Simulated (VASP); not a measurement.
Input:

```xyz
4
Lattice="3.8404 0.0000 0.0000 0.0000 3.8404 0.0000 0.0000 0.0000 4.7889" Properties=species:S:1:pos:R:3 pbc="T T T"
Sn     1.9202     3.8404     3.6289
Sn     3.8404     1.9202     1.1600
O      1.9202     1.9202     0.0000
O      0.0000     0.0000     0.0000
```

Method: optB86b-vdW, VASP's PBE PAW potentials (set 64) (plane waves; VASP). Settings: 520 eV cut-off, 7×7×5 Γ-centred mesh, tetrahedra with Blöchl corrections, potentials Sn_d O.

Problem. Predict the energy per atom (σ→0).

Solution. 
```json
{
 "energy per atom (σ→0)": "-3.373 eV/atom"
}
```

The absolute energy has meaning only against runs of the same code, potentials and settings.

The compound is SnO in the litharge structure. It was relaxed first.
